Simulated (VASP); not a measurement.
Given:

```
CELL_PARAMETERS angstrom
      0.00000     2.41612     2.41612
      2.41612     0.00000     2.41612
      2.41612     2.41612     0.00000
ATOMIC_POSITIONS crystal
  Na 0.00000 0.00000 0.00000
  H  0.50000 0.50000 0.50000
```

Computed with PBE GGA, VASP's PBE PAW potentials (set 64) (plane waves; VASP). Numerical set-up: 520 eV cut-off, Gaussian smearing of 0.050 eV, potentials Na_pv H.

Give the energies of bands 4 to 7 at the high-symmetry points, in eV from the valence-band maximum.

```csv
band,Γ,X,U,L,W
4,-3.62,-0.18,-0.11,-0.86,0.00
5,10.42,4.64,5.33,3.76,6.03
6,15.60,10.03,6.36,10.78,6.03
7,15.60,10.67,11.27,13.38,8.37
```

The gap is indirect, 3.76 eV, from the valence maximum at W to the conduction minimum at L.

The compound is NaH in the rock salt structure. It was relaxed first.
